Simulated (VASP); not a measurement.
# Be2Ru2N (I4/mmm) in VASP: single point with PBE

Aim: the single point of Be2Ru2N with PBE.

Everything below comes from runs of VASP 6.6.1. Logs are shortened: lines on timing, memory, paths and dates and some standing lists are left out, and cuts for length are marked.

**1. The crystal as given**

It takes space group I4/mmm (No. 139, tetragonal). The conventional cell has a = 3.487 Å, b = 3.487 Å, c = 8.038 Å, α = 90.00°, β = 90.00°, γ = 90.00°. Ru (site symmetry -4m2) has 4 Be at 2.01 Å as nearest neighbours. N (site symmetry 4/mmm) is surrounded by 8 Ru at 2.66 Å and 10 Be at 2.66 to 3.01 Å. Be (site symmetry 4mm) is surrounded by 1 Be at 2.01 Å and 4 Ru at 2.01 Å.

The cell was built by a generator and needn't be a form met in nature.

**2. Single point, PBE**

INCAR

```
SYSTEM = Be2Ru2N
PREC = Accurate
ENCUT = 520
EDIFF = 1E-7
ISMEAR = -1
SIGMA = 0.1
LREAL = .False.
LASPH = .True.
NELM = 100
ALGO = Fast
ISIF = 2
LWAVE = .False.
LCHARG = .False.
GGA = PE
NBANDS = 26
```

KPOINTS

```
Automatic mesh
0
Gamma
  11 11 11
  0 0 0
```

POSCAR

```
Be2Ru2N
1.0
    0.0000000000      3.4870011500      0.0000000000
    3.4870011500      0.0000000000      0.0000000000
    1.7435005700      1.7435005700     -4.0188452500
Ru N Be
2 1 2
Direct
    0.7500000000      0.2500000000      0.5000000000
    0.2500000000      0.7500000000      0.5000000000
    0.0000000000      0.0000000000      0.0000000000
    0.3750000000      0.3750000000      0.2500000000
    0.6250000000      0.6250000000      0.7500000000
```

Potentials or basis: VASP PAW PBE potentials, release 64 (Ru_pv, N, Be).

Run with:

```bash
$ cat potpaw_PBE.64/Ru_pv/POTCAR potpaw_PBE.64/N/POTCAR potpaw_PBE.64/Be/POTCAR > POTCAR
$ mpirun -np 1 vasp_std > vasp.out
```

OUTCAR:

```text
SYSTEM = Be2Ru2N
   PREC = Accurate
   ENCUT = 520
   EDIFF = 1E-7
   ISMEAR = -1
   LREAL = .False.
   LASPH = .True.
   NELM = 100
   ISIF = 2
   GGA = PE

 ion  position               nearest neighbor table
   1  0.750  0.250  0.500-   4 2.01   5 2.01   4 2.01   5 2.01   2 2.47   2 2.47   2 2.47   2 2.47

   2  0.250  0.750  0.500-   4 2.01   5 2.01   4 2.01   5 2.01   1 2.47   1 2.47   1 2.47   1 2.47

   3  0.000  0.000  0.000-
   4  0.375  0.375  0.250-   5 2.01   2 2.01   1 2.01   2 2.01   1 2.01
   5  0.625  0.625  0.750-   4 2.01   2 2.01   1 2.01   1 2.01   2 2.01

  LATTYP: Found a body centered tetragonal cell.
 ALAT       =     3.4870011500
 C/A-ratio  =     2.3050438340

  Lattice vectors:

 A1 = (  -1.7435005700,   1.7435005800,   4.0188452500)
 A2 = (   1.7435005800,  -1.7435005700,   4.0188452500)
 A3 = (   1.7435005700,   1.7435005700,  -4.0188452500)

Analysis of symmetry for initial positions (statically):
=====================================================================
 Subroutine PRICEL returns:
 Original cell was already a primitive cell.

 Routine SETGRP: Setting up the symmetry group for a
 body centered tetragonal supercell.

 Subroutine GETGRP returns: Found 16 space group operations
 (whereof 16 operations were pure point group operations)
 out of a pool of 16 trial point group operations.

The static configuration has the point symmetry D_4h.

Analysis of symmetry for dynamics (positions and initial velocities):
=====================================================================
 Subroutine PRICEL returns:
 Original cell was already a primitive cell.

 Routine SETGRP: Setting up the symmetry group for a
 body centered tetragonal supercell.

 Subroutine GETGRP returns: Found 16 space group operations
 (whereof 16 operations were pure point group operations)
 out of a pool of 16 trial point group operations.

The dynamic configuration has the point symmetry D_4h.

 Subroutine INISYM returns: Found 16 space group operations
 (whereof 16 operations are pure point group operations),
 and found     1 'primitive' translations

----------------------------------------------------------------------------------------

                                     Primitive cell

  volume of cell :      48.8659

  direct lattice vectors                    reciprocal lattice vectors
     0.000000000  3.487001150  0.000000000     0.000000000  0.286779372  0.124413847
     3.487001150  0.000000000  0.000000000     0.286779372  0.000000000  0.124413847
     1.743500570  1.743500570 -4.018845250     0.000000000  0.000000000 -0.248827695

  length of vectors
     3.487001150  3.487001150  4.714944922     0.312603924  0.312603924  0.248827695

  position of ions in fractional coordinates (direct lattice)
     0.750000000  0.250000000  0.500000000
     0.250000000  0.750000000  0.500000000
     0.000000000  0.000000000  0.000000000
     0.375000000  0.375000000  0.250000000
     0.625000000  0.625000000  0.750000000

  ion indices of the primitive-cell ions
   primitive index   ion index
                 1           1
                 2           2
                 3           3
                 4           4
                 5           5

----------------------------------------------------------------------------------------

 KPOINTS: Automatic mesh

Automatic generation of k-mesh.
 Grid dimensions read from file:
 generate k-points for:   11   11   11

 Generating k-lattice:

  Cartesian coordinates                     Fractional coordinates (reciprocal lattice)
     0.000000000  0.026070852  0.011310350     0.090909091  0.000000000  0.000000000
     0.026070852  0.000000000  0.011310350     0.000000000  0.090909091  0.000000000
     0.000000000  0.000000000 -0.022620700     0.000000000  0.000000000  0.090909091

  Length of vectors
     0.028418539  0.028418539  0.022620700

  Shift w.r.t. Gamma in fractional coordinates (k-lattice)
     0.000000000  0.000000000  0.000000000

 Subroutine IBZKPT returns following result:
 ===========================================

 Found    126 irreducible k-points:

 Following reciprocal coordinates:
            Coordinates               Weight
  0.000000  0.000000  0.000000      1.000000
  0.090909  0.000000  0.000000      8.000000
  0.181818  0.000000  0.000000      8.000000
  0.272727  0.000000  0.000000      8.000000
  0.363636  0.000000  0.000000      8.000000
  0.454545  0.000000  0.000000      8.000000
[... 16 lines left out ...]
 -0.272727  0.181818 -0.000000     16.000000
 -0.181818  0.181818  0.000000      4.000000
 [... further k-points ...]
   k-points           NKPTS =    126   k-points in BZ     NKDIM =    126   number of bands    NBANDS=     26
   number of dos      NEDOS =    301   number of ions     NIONS =      5
   total plane-waves  NPLWV =  28224
   dimension x,y,z NGX =    28 NGY =   28 NGZ =   36
   dimension x,y,z NGXF=    56 NGYF=   56 NGZF=   72
   ions per type =               2   1   2
   NGX,Y,Z   is equivalent  to a cutoff of  13.35, 13.35, 12.69 a.u.
   NGXF,Y,Z  is equivalent  to a cutoff of  26.70, 26.70, 25.39 a.u.
 SYSTEM =  Be2Ru2N
   PREC   = accura    normal or accurate (medium, high low for compatibility)
   ISTART =      0    job   : 0-new  1-cont  2-samecut
   ICHARG =      2    charge: 1-file 2-atom 10-const
   ISPIN  =      1    spin polarized calculation?
   LNONCOLLINEAR =      F non collinear calculations
   LSORBIT =      F    spin-orbit coupling
   LASPH  =      T    aspherical Exc in radial PAW
   ENCUT  =  520.0 eV  38.22 Ry    6.18 a.u.   6.48  6.48  8.77*2*pi/ulx,y,z
   NELM   =    100;   NELMIN=  2; NELMDL= -5     # of ELM steps
   EDIFF  = 0.1E-06   stopping-criterion for ELM
   LREAL  =      F    real-space projection
   EDIFFG = 0.1E-05   stopping-criterion for IOM
   NSW    =      0    number of steps for IOM
   IBRION =     -1    ionic relax: 0-MD 1-quasi-New 2-CG
   NFREE  =      0    steps in history (QN), initial steepest desc. (CG)
   ISIF   =      2    stress and relaxation
   ISYM   =      2    0-nonsym 1-usesym 2-fastsym
   POTIM  = 0.5000    time-step for ionic-motion
   TEBEG  =    0.0;   TEEND  =   0.0 temperature during run
   PSTRESS=    0.0 pullay stress
   NELECT =      37.0000    total number of electrons
   NUPDOWN=      -1.0000    fix difference up-down
   EMIN   =  10.00;   EMAX   =-10.00  energy-range for DOS
   EFERMI =   0.00;   METHOD = LEGACY
   ISMEAR =    -1;   SIGMA  =   0.10  broadening in eV -4-tet -1-fermi 0-gaus
   EFERMI_NEDOS =   21; number of points for ismear=-14 and -15
   IALGO  =     68    algorithm
   IMIX   =      4    mixing-type and parameters
     AMIX     =   0.40;   BMIX     =  1.00
     AMIX_MAG =   1.60;   BMIX_MAG =  1.00
  volume/ion in A,a.u.               =       9.77        65.95
  Fermi-wavevector in a.u.,A,eV,Ry     =   1.492131  2.819718 30.292753  2.226455
  Thomas-Fermi vector in A             =   2.604698
   LORBIT       =      0    0 simple, 1 ext, 2 COOP (PROOUT), +10 PAW based schemes
   GGA     = PE    functional components
   LHFCALC =     F    Hartree Fock is set to
   AEXX    =    0.0000 exact exchange contribution
   IVDW    =     0    specifies the selected vdW correction
   LEPSILON=     F    determine dielectric tensor
   LRPA    =     F    only Hartree local field effects (RPA)
 non-spin polarized calculation
 RMM-DIIS sequential band-by-band and
  energy-cutoff  :      520.00
  volume of cell :       48.87
 maximum number of plane-waves:      1339
 NGX is ok and might be reduce to    28
   NGX = 13   NGY = 13   NGZ = 17

 number of electron      37.0000006 magnetization

 Free energy of the ion-electron system (eV)
  ---------------------------------------------------
  ext. energy  EPLUGINS =         0.00000000
  ---------------------------------------------------
  free energy    TOTEN  =       -24.50916218 eV

  energy without entropy =      -24.36915441  energy(sigma->0) =      -24.43915830

 E-fermi :   9.8338     XC(G=0): -12.7135

 val. band max:        9.8327134149   @ k =  -0.4545   0.0000   0.2727
 cond. band min:       9.8367107383   @ k =   0.2727   0.0000   0.0000
 fundamental gap:      0.0039973234
 Fermi energy:         9.8337708887

 k-point     1 :       0.0000    0.0000    0.0000
  band No.  band energies     occupation
      1     -33.4332      2.00000
      2     -33.4332      2.00000
      3     -32.7484      2.00000
      4     -32.4512      2.00000
      5     -32.3097      2.00000
      6     -32.3097      2.00000
[... 18 lines left out ...]
     25      16.4725      0.00000
     26      17.7648      0.00000

 k-point     2 :       0.0909    0.0000    0.0000
  band No.  band energies     occupation
      1     -33.4140      2.00000
      2     -33.4118      2.00000
      3     -32.7427      2.00000
      4     -32.4575      2.00000
      5     -32.3364      2.00000
      6     -32.3339      2.00000
[... 18 lines left out ...]
     25      16.5021      0.00000
     26      17.3397      0.00000

 k-point     3 :       0.1818    0.0000    0.0000
  band No.  band energies     occupation
      1     -33.3573      2.00000
      2     -33.3490      2.00000
      3     -32.7258      2.00000
      4     -32.4762      2.00000
      5     -32.4131      2.00000
      6     -32.4043      2.00000
[... 18 lines left out ...]
     25      16.5269      0.00000
     26      17.1645      0.00000

 k-point     4 :       0.2727    0.0000    0.0000
  band No.  band energies     occupation
      1     -33.2655      2.00000
      2     -33.2491      2.00000
      3     -32.6989      2.00000
      4     -32.5337      2.00000
      5     -32.5141      2.00000
      6     -32.5025      2.00000
[... 18 lines left out ...]
     25      16.8892      0.00000
     26      17.6491      0.00000

 k-point     5 :       0.3636    0.0000    0.0000
  band No.  band energies     occupation
      1     -33.1433      2.00000
      2     -33.1192      2.00000
      3     -32.6790      2.00000
      4     -32.6641      2.00000
      5     -32.6531      2.00000
      6     -32.5403      2.00000
[... 18 lines left out ...]
     25      16.7879      0.00000
     26      18.4912      0.00000

 k-point     6 :       0.4545    0.0000    0.0000
  band No.  band energies     occupation
      1     -32.9978      2.00000
      2     -32.9687      2.00000
      3     -32.8388      2.00000
      4     -32.8091      2.00000
      5     -32.6240      2.00000
      6     -32.5816      2.00000
[... 427 lines left out ...]
 k-point    21 :      -0.4545    0.1818   -0.0000
  band No.  band energies     occupation
      1     -33.3489      2.00000
      2     -33.2201      2.00000
      3     -32.6196      2.00000
      4     -32.5873      2.00000
      5     -32.5868      2.00000
      6     -32.4485      2.00000
[... 18 lines left out ...]
     25      16.6290      0.00000
     26      17.7997      0.00000

 k-point    22 :      -0.3636    0.1818    0.0000
  band No.  band energies     occupation
      1     -33.4396      2.00000
      2     -33.0614      2.00000
      3     -32.7485      2.00000
      4     -32.6528      2.00000
      5     -32.5522      2.00000
      6     -32.3432      2.00000
[... 18 lines left out ...]
     25      16.6457      0.00000
     26      17.1808      0.00000

 k-point    23 :      -0.2727    0.1818   -0.0000
  band No.  band energies     occupation
      1     -33.4859      2.00000
      2     -32.9175      2.00000
      3     -32.8858      2.00000
      4     -32.6824      2.00000
      5     -32.5214      2.00000
      6     -32.2820      2.00000
[... 18 lines left out ...]
     25      16.5779      0.00000
     26      16.8153      0.00000

 k-point    24 :      -0.1818    0.1818    0.0000
  band No.  band energies     occupation
      1     -33.4858      2.00000
      2     -33.0823      2.00000
      3     -32.7081      2.00000
      4     -32.7055      2.00000
      5     -32.4971      2.00000
      6     -32.2720      2.00000
[... 18 lines left out ...]
     25      16.3777      0.00000
     26      16.6588      0.00000

 [... further k-points ...]

------------------------ aborting loop because EDIFF is reached ----------------------------------------

  FORCE on cell =-STRESS in cart. coord.  units (eV):
  Direction    XX          YY          ZZ          XY          YZ          ZX
  --------------------------------------------------------------------------------------
  -------------------------------------------------------------------------------------
  Total       23.3515097     23.3515097      9.2932797      0.0000000      0.0000000      0.0000000
  in kB      765.6320079    765.6320079    304.7011744      0.0000000      0.0000004      0.0000004
  external PRESSURE =     611.9883967 kB  Pullay stress =       0.0000000 kB

 VOLUME and BASIS-vectors are now :
 -----------------------------------------------------------------------------
  energy-cutoff  :      520.00
  volume of cell :       48.87
      direct lattice vectors                 reciprocal lattice vectors
     0.000000000  3.487001150  0.000000000     0.000000000  0.286779372  0.124413847
     3.487001150  0.000000000  0.000000000     0.286779372  0.000000000  0.124413847
     1.743500570  1.743500570 -4.018845250     0.000000000  0.000000000 -0.248827695

 POSITION                                       TOTAL-FORCE (eV/Angst)
 -----------------------------------------------------------------------------------
      1.74350      3.48700     -2.00942         0.000000      0.000000      0.000000
      3.48700      1.74350     -2.00942        -0.000000     -0.000000      0.000000
      0.00000      0.00000      0.00000        -0.000000     -0.000000      0.000000
      1.74350      1.74350     -1.00471         0.000000      0.000000      3.178559
      3.48700      3.48700     -3.01413        -0.000000     -0.000000     -3.178559
 -----------------------------------------------------------------------------------
    total drift:                                0.000000      0.000000     -0.000000

  FREE ENERGIE OF THE ION-ELECTRON SYSTEM (eV)
  ---------------------------------------------------
  free  energy   TOTEN  =       -24.5091621810 eV

  energy  without entropy=      -24.3691544111  energy(sigma->0) =      -24.43915830
```

Wall time 79 s (1 thread of Intel Xeon 6975P-C (Granite Rapids), shared host); peak memory 0.27 GiB.

Results:

```
Free energy            : -24.5092 eV
Pressure               : 61.2 GPa
Largest force          : 3.179 eV/Å
Band gap on the k mesh : none (metal or under the smearing width)
```

Forces on the atoms (eV/Å):
```
Ru   0.000  0.000  0.000
Ru   0.000  0.000  0.000
N    0.000  0.000  0.000
Be   0.000  0.000  3.179
Be   0.000  0.000 -3.179
```

Caveat: a pressure of tens of GPa on the cell as given is suspect, and the run, the potentials or the cell itself is likely at fault; forces of over 1 eV/Å show positions far from the minimum, so gaps and moduli don't describe the material at rest.
